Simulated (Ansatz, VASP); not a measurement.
# Ti2CO2 (Ti2CO2 MXene monolayer) in two plane-wave programs

Wanted: the spread between two codes on one cell, functional and k mesh. The structure shown is the start of the Ansatz relaxation below; VASP solves that cell, so the two are compared at the walk's first step.

Calculated with Ansatz 0.2.0; plane waves, with VASP 6.6.1 beside it; single point at PBE with D3(BJ).

### 1. The structure

The cell holds 5 atoms: 2 O, 2 Ti and 1 C. Cell: a = 3.100 Å, b = 3.100 Å, c = 40.243 Å, α = 90.0°, β = 90.0°, γ = 120.0°. Vacuum lies along c.

### 2. Ansatz: relaxation, PBE with D3(BJ)

Ansatz runs on its default PAW (the set named soft_2) files.

The two programs are compared at the cell with which this relaxation starts, whose forces are those of its first step.

Input file input.yaml:

```yaml
crystal:
  lattice:
    - [3.10024, 0.0, 0.0]
    - [-1.55012, 2.6848865978, 0.0]
    - [0.0, 0.0, 40.2430602246]
  atoms:
    - { symbol: O, position: [0.3333333333, 0.6666666667, 0.4423122869] }
    - { symbol: Ti, position: [0.6666666667, 0.3333333333, 0.4696029054], spin: 1.0 }
    - { symbol: C, position: [0.0, 0.0, 0.5] }
    - { symbol: Ti, position: [0.3333333333, 0.6666666667, 0.5303970946], spin: 1.0 }
    - { symbol: O, position: [0.6666666667, 0.3333333333, 0.5576877131] }
  periodic: [true, true, false]
magnetization:
  spin_polarized: true
kpoints:
  mp_grid: { grid: [12, 12, 1] }
hamiltonian:
  xc: pbe
  dispersion: d3bj
scf:
  occupations: { method: fermi_dirac, width: 0.05 }
  convergence: { dr2_threshold: 1.0e-09 }
relax:
  f_tol: 0.004
  max_steps: 90
  cell: {}
output:
  write_potential: true
  write_density: true
  volumetric_format: npy
```

Command:

```bash
ansatz run input.yaml --threads 4 --pin off --max-ram 6144MiB --backend cpu --events-out ev --progress --plain --runs-dir out
```

Numbers of over 12 decimals in the logs are rounded to 6 here.

The program printed:

```text
Warning: relax.cell: scf.convergence.dr2_threshold = 1e-9 eV is looser than the 2.3318805884e-10 eV advised for a relaxation that steers and ends on the stress (1e-10 eV for each atom of the cell: 5, times the square of relax.cell.stress_2d_tol = 0.05 N/m over 14.6 Å (the atoms' height at the walk's start and 5 Å past either face), 3.415e-2 GPa, over a crystal's default 0.05). What an SCF threshold leaves in a stress goes as its square root, and in the free energy as the threshold itself, and one threshold admits the most on a small cell: [figures from the program's tests cut] Set scf.convergence.dr2_threshold to 2.3318805884e-10 eV or tighter. [rest of the remark cut]
Engine: ansatz 0.2.0, x86_64-unknown-linux-gnu
Pseudopotentials: kind: paw
Pseudopotential: O, paw, valence charge 6, recommended cutoff 420 eV (normal), O.paw.azcp
Pseudopotential: Ti, paw, valence charge 12, recommended cutoff 420 eV (normal), Ti.paw.azcp
Pseudopotential: C, paw, valence charge 4, recommended cutoff 420 eV (normal), C.paw.azcp
Functional definition: PBE
  parameter kappa = 0.804
  parameter beta = 0.066725
  exchange = pbe_x(kappa = kappa, mu = beta*pi^2/3)
  correlation = pbe_c(beta = beta)
Crystal: 5 atoms, lattice volume = 334.975 Å³
Basis set: ecut = 420 eV, 6531 PW (Γ), exchange–correlation on 48×48×540 points (8 copies of the dense FFT grid, shifted against one another)
Bands: 26, of which v1, the nominal top of the filled ones, is band 20 counted from 1 (19 counted from 0)
Symmetry: 12 space group operations
Space group: P-3m1 (ITA 164), of the structure as read, at distance tolerance 6.9e-5 Å
Magnetic group: BNS 164.85 (UNI 1315), of the structure as read, at distance tolerance 6.9e-5 Å
k-points: 19 of 144
Non-local potential: O, projectors of the file, l = 0: 2, l = 1: 2, l = 2: 1
Non-local potential: Ti, projectors of the file, l = 0: 3, l = 1: 2, l = 2: 3, l = 3: 1
Non-local potential: C, projectors of the file, l = 0: 2, l = 1: 2, l = 2: 1
PAW form: soft (Blöchl's): semilocal exchange-correlation on the pseudo side does not see the compensation charge
PAW one-centre angular grid: O, 110 points (default); XC on 64 Gauss nodes
PAW one-centre angular grid: Ti, 590 points (default); XC on 64 Gauss nodes
PAW one-centre angular grid: C, 110 points (default); XC on 64 Gauss nodes
Initial density: superposition of atomic densities (neutral atoms: chi_scale 0, normalization atom)
Starting moments: Σ|m| = 2 μB on 2 of 5 sites
Initial wavefunctions: pseudopotential atomic-orbital guess
Functional: x = pbe(κ = 0.804, μ = 0.219515), c = pbe(β = 0.066725)
SCF iter   1: F=—  HF=-6396.064306 eV  |F-HF|=—  |Δ(HF+E_count)|=         —  Δρ=4.97e-2 (↑4.97e-2 ↓3.66e-2)  dr2=2.76e1  dr2_m=8.15e-1  M=0.000 μB ∫|m|=0.486 μB  β_m=0.30  ethr=3.10e-3  ⟨swp⟩=11.4  Hψ=6618  notcnv=0
Mixer restart at iter 1: flushing history
preconditioner: auto → Resta (q_TF=auto, 1.915 Å⁻¹)  ε∞=2.0  [insulator: Δε(μ)=1.412 eV  Ē_g=9.827 eV  σ=0.050 eV  W_gap=1.00  n_scr=24 (ndim 8)  ℏωp=9.9 eV  f_vac=0.799  D(μ)=0.00/eV (n_scr^D=0)  ε∞_Penn≈2.0  vacuum switching on, ρ_ref=7.0e-3 e/Å³]
spin=Collinear: Resta preconditioning applied to the charge; magnetization (m = ρ↑ − ρ↓) channel mixes plain (no charge-response kernel on spin).
SCF iter   2: F=—  HF=-6390.075780 eV  |F-HF|=—  |Δ(HF+E_count)|=    5.99e0  Δρ=1.52e-2 (↑1.52e-2 ↓1.39e-2)  dr2=1.37e0  dr2_m=3.42e-1  M=0.000 μB ∫|m|=0.627 μB  β_m=0.31  ethr=3.10e-3  ⟨swp⟩=5.4  Hψ=3417  notcnv=0  defer=43
SCF iter   3: F=—  HF=-6390.275685 eV  |F-HF|=—  |Δ(HF+E_count)|=   2.00e-1  Δρ=9.94e-3 (↑9.94e-3 ↓9.84e-3)  dr2=3.67e-1  dr2_m=1.76e-1  M=0.002 μB ∫|m|=0.506 μB  β_m=0.41  ethr=3.10e-3  ⟨swp⟩=2.7  Hψ=1704  notcnv=0  defer=40
SCF iter   4: F=—  HF=-6390.508852 eV  |F-HF|=—  |Δ(HF+E_count)|=   2.33e-1  Δρ=6.88e-3 (↑5.70e-3 ↓6.88e-3)  dr2=2.30e-1  dr2_m=6.30e-2  M=0.001 μB ∫|m|=0.413 μB  β_m=0.54  ethr=9.18e-4  ⟨swp⟩=3.2  Hψ=1922  notcnv=0  defer=38
SCF iter   5: F=—  HF=-6390.731454 eV  |F-HF|=—  |Δ(HF+E_count)|=         —  Δρ=1.94e-3 (↑1.94e-3 ↓1.51e-3)  dr2=2.89e-3  dr2_m=8.13e-3  M=-0.001 μB ∫|m|=0.153 μB  β_m=0.54  ethr=5.74e-4  ⟨swp⟩=3.6  Hψ=2119  notcnv=0  defer=39
SCF iter   6: F=—  HF=-6390.734314 eV  |F-HF|=—  |Δ(HF+E_count)|=   2.86e-3  Δρ=1.20e-3 (↑1.20e-3 ↓1.04e-3)  dr2=7.10e-4  dr2_m=3.50e-3  M=-0.001 μB ∫|m|=0.103 μB  β_m=0.77  ethr=7.22e-6  ⟨swp⟩=4.1  Hψ=2797  notcnv=0  defer=34
[...]
iter 1 solved again at ethr=9.52e-8 eV; its pass at ethr=3.10e-3 eV (dr2=3.81e-5 eV) is discarded
SCF iter   1: F=—  HF=-6391.584479 eV  |F-HF|=—  |Δ(HF+E_count)|=         —  Δρ=1.53e-6 (↑1.52e-6 ↓1.53e-6)  dr2=5.83e-9  dr2_m=4.32e-13  M=-0.000 μB ∫|m|=0.000 μB  β_m=0.65  ethr=9.52e-8  ⟨swp⟩=6.7  Hψ=11324  notcnv=0
eigensolver tolerance schedule: the retry pair's looser diagonalisation over-reported the residual by 6532.11 of it (diagonalisation noise at 0.25 of the residual, at the tolerance the schedule requests for it); recorded, not acted on — ethr = c·dr2/N_el stays at c = 1.0e-1
preconditioner: auto → Resta (q_TF=auto, 1.934 Å⁻¹)  ε∞=2.3  [insulator: Δε(μ)=0.308 eV  Ē_g=8.869 eV  σ=0.050 eV  W_gap=0.90  n_scr=24 (ndim 8)  ℏωp=10.2 eV  f_vac=0.815  D(μ)=0.08/eV (n_scr^D=2)  ε∞_Penn≈2.3  vacuum switching on, ρ_ref=5.7e-3 e/Å³]
spin=Collinear: Resta preconditioning applied to the charge; magnetization (m = ρ↑ − ρ↓) channel mixes plain (no charge-response kernel on spin).
SCF iter   2: F=—  HF=-6391.584510 eV  |F-HF|=—  |Δ(HF+E_count)|=   3.13e-5  Δρ=8.35e-7 (↑8.35e-7 ↓8.34e-7)  dr2=7.41e-9  dr2_m=1.00e-13  M=-0.000 μB ∫|m|=0.000 μB  β_m=0.41  ethr=1.46e-11  ⟨swp⟩=5.8  Hψ=3753  notcnv=0
SCF iter   3: F=—  HF=-6391.584510 eV  |F-HF|=—  |Δ(HF+E_count)|=   1.15e-9  Δρ=4.89e-7 (↑4.87e-7 ↓4.89e-7)  dr2=9.69e-10  dr2_m=1.12e-13  M=-0.000 μB ∫|m|=0.000 μB  β_m=0.46  ethr=1.46e-11  ⟨swp⟩=2.5  Hψ=1513  notcnv=0
SCF iter   4: F=-6391.584510 eV  HF=-6391.584510 eV  |F-HF|=1.04e-10  |Δ(HF+E_count)|=  5.95e-10  Δρ=2.52e-7 (↑2.52e-7 ↓2.49e-7)  dr2=2.66e-10  dr2_m=3.15e-14  M=-0.000 μB ∫|m|=0.000 μB  ethr=2.42e-12  ⟨swp⟩=12.4  Hψ=8110  notcnv=0
the starting moments were not kept: the SCF closed with an absolute magnetisation of 3.2e-7 μB, where they sum to 2 μB in size (2 sites). That is at most 0.1 of that sum. Measured as dr2_m measures the in/out step, that magnetisation stands 1.6e-14 eV from none, at or under the dr2_threshold of 1.0e-9 eV: it is no larger than a step whose dr2_m would equal this threshold.
SCF 9 converged in 4 iterations: F = -6391.584510 eV  dr2 = 2.66e-10
relax step   9: F+E_penalty+E_count = -6391.58451010 eV  Δ(F+E_penalty+E_count) = +1.630e-4 eV  max|allowed force component| = 9.785e-4 eV/Å  Δτ_max = 0.0000 Å  P = +0.018 N/m  Ω = 315.747 Å³  fix = [c, alpha, beta]  reactions: c +0.000 N/m  stress off target by 1.80e-2 N/m on what of the cell is left free  SCF on the basis re-selected at this cell (its energy is not comparable with the rows above)  (4 SCF iters)
basis re-selected at this cell: Δ(F+E_penalty+E_count) = +1.630e-4 eV, ΔP = -0.004 N/m vs the last step (what re-selecting the basis moved, of the pressure what is left beyond the Pulay correction that the steps carried, after the strain that the cell walked since its last selection, with what the two solves' SCF thresholds leave and, on support functions, any second-order correction that the steps lacked; it is no m [...]
WARN: The output density's exchange-correlation potential varies sharply where the density is thin. Do not read a vacuum level from v_tot or v_xc, or from such a field of the output density. On a cell that repeats whose density bears no net charge and no dipole along the vacuum's axis use v_es (v_loc + v_h of the components); under efield.dipole_correction with no amplitude use v_es + v_field, which holds any externa [...]
SCF converged after 4 iterations
Magnetization: -0.0000 μB (20.0000 up, 20.0000 down)
Absolute magnetization: 0.0000 μB (∫|ρ↑−ρ↓|, with the PAW one-centre terms)
Spin contamination: 0.0000 ħ² per cell (⟨S²⟩ above its minimum at these occupations)
Per-site moments (μB) at R_I (Å): [(-3.159136094374684e-8, 0.809928), (4.6287147837022116e-8, 0.809928), (-9.204705243720039e-8, 0.895719), (4.628714786257497e-8, 0.809928), (-3.15913609113902e-8, 0.809928)]
Free energy (F): -6391.584510 eV
Harris-Foulkes:  -6391.584510 eV  (|F-HF|=1.04e-10)
Internal energy: -6391.583552 eV  (E = F + TS)
E sigma→0 (E₀):  -6391.584031 eV
Entropy (-TS):   -0.000958 eV (-0.192 meV/atom)
Fermi energy:    -5.715645 eV
--- Per-component energies (eV) ---
  E_band       = -1036.459883
  E_kinetic    = 986.076460
  E_local      = -153130.325108  (includes V_loc(G=0)·N_el)
  E_nonlocal   = 130.593945
  E_hartree    = 75943.199782
  E_xc         = -393.797267
  E_vxc        = -496.083228  (∫ρ·V_xc dr)
  E_paw        = -2506.185261  (= ΣΔE_a)
  E_vpaw       = -413.126340  (= ΣTr[D̂ρ^β])
  E_aug_tail   = 0.005253  (compensation charges beyond the density's cutoff)
  E_ewald      = 72580.020815
  E_disp       = -1.172170  (pairwise vdW)
  E_smearing   = -0.000958  (= −TS)
  E_closure    = 0.000000  (closes the sum)
  Σ components = -6391.584510   (vs F -6391.584510, Δ=0.00e0)
--- Forces (eV/Å), atoms counted from 1 ---
  atom   1  O      0.00000000    -0.00000000     0.00033875
  atom   2  Ti     0.00000000    -0.00000000     0.00097847
  atom   3  C     -0.00000000     0.00000000     0.00000000
  atom   4  Ti     0.00000000     0.00000000    -0.00097847
  atom   5  O      0.00000000     0.00000000    -0.00033875
  max |Σ_I F_I| component: 4.63e-18 eV/Å
--- 2D stress c σ (N/m, compression-positive) ---
        0.018013       0.000000       0.000000
       -0.000000       0.018013      -0.000000
        0.000000      -0.000000       0.000000
  P = ½ c Tr σ = 0.0180 N/m
--- Band table (eV; the first three rows and the last of 38) ---
  k-point 0 ↑: bands = [... 16 lower, -10.3516, -6.9821, -5.8391, -5.8391, -5.1723, -5.1723, -4.3452, -4.3452, ... 2 higher]
  k-point 1 ↑: bands = [... 16 lower, -10.1665, -6.8649, -6.5910, -6.3087, -4.9844, -4.7182, -4.4329, -4.3028, ... 2 higher]
  k-point 2 ↑: bands = [... 16 lower, -9.8534, -7.7636, -6.8781, -6.8461, -5.1381, -4.4734, -4.1679, -3.8722, ... 2 higher]
  k-point 18 ↓: bands = [... 16 lower, -9.9229, -9.0086, -8.7040, -8.7040, -4.6455, -4.2152, -4.2152, -3.3949, ... 2 higher]
  the weakly bound empty levels are not read free of the cell's end (no_gap_told)
--- Relaxed structure (7 steps of the walk, 7 accepted, 2 SCFs on fresh bases) ---
  F+E_penalty+E_count = -6391.58451010 eV   max|allowed force component| = 9.785e-4 eV/Å   (the final SCF, on the basis selected at the relaxed cell)
  cell:  # Å, volume = 315.7473 Å³
    - [3.009948, 0, 0]
    - [-1.504974, 2.606691, 0]
    - [0, 0, 40.2430602246]
  atoms:
    - { symbol: O, position: [0.333333, 0.666667, 0.444936] }
    - { symbol: Ti, position: [0.666667, 0.333333, 0.467646] }
    - { symbol: C, position: [0, 0, 0.5] }
    - { symbol: Ti, position: [0.333333, 0.666667, 0.532354] }
    - { symbol: O, position: [0.666667, 0.333333, 0.555064] }
```

(Part 1 of 2 ends here.)

[Lines on the potential files, build, host, timing and source positions are cut from VASP's logs without a mark.]

[Logs are printed without paths, hosts, clocks, repeated set-up lines and the standing remarks that a program may print on its own settings, such as how far it seeks lower states.]

[Hosts, paths, dates, database ids (printed as entryN), source tags and the programs' standing remarks are cut or masked in the printed files.]
